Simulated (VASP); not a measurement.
SrAlSi (space group P-6m2): computed properties

All values below come from PBEsol GGA, VASP's PBE PAW potentials (set 64) (plane waves; VASP 6.6.1).

- space group = P-6m2 (187)
- cell = a = b = 4.240 Å, c = 4.664 Å, α = β = 90.00°, γ = 120.00°
- volume per atom = 24.20 Å³/atom
- band gap (over mesh and band path) = none (metal, semimetal or under 0.01 eV)
- Hill bulk modulus = 56.0 GPa
- Hill shear modulus = 44.1 GPa
- Poisson's ratio = 0.188
- band gap with spin-orbit coupling = none (metallic)
- density = 3.26 g/cm³
- optical Γ-point spectrum = 111, 159 (×2), 184, 434 (×2) cm⁻¹
- C11 = 146 GPa
- C12 = 45.2 GPa
- C13 = 19.9 GPa
- C33 = 76.4 GPa
- C44 = 40.3 GPa
- C66 = 50.1 GPa

```cif
data_AlSiSr
_chemical_formula_sum 'Sr1 Al1 Si1'
_space_group_name_H-M_alt 'P-6m2'
_space_group_IT_number 187
_space_group_name_Hall 'P -6 2'
_cell_length_a 4.23986
_cell_length_b 4.23986
_cell_length_c 4.66387
_cell_angle_alpha 90.000
_cell_angle_beta 90.000
_cell_angle_gamma 120.000
loop_
_atom_site_label
_atom_site_type_symbol
_atom_site_symmetry_multiplicity
_atom_site_Wyckoff_symbol
_atom_site_fract_x
_atom_site_fract_y
_atom_site_fract_z
_atom_site_occupancy
Sr1 Sr 1 a 0.00000 0.00000 0.00000 1
Al1 Al 1 f 0.66667 0.33333 0.50000 1
Si1 Si 1 d 0.33333 0.66667 0.50000 1
```

Finite-difference elastic constants of metals are sensitive to mesh and smearing; shear constants can be off by tens of GPa.

The structure comes from a computed database's SrAlSi entry (P-6m2); how it stands against other phases isn't given here. It was relaxed first. Symmetry was kept, so distortions that lower it aren't found. The electron count is odd and the run is not spin-polarised, which forces a metal.
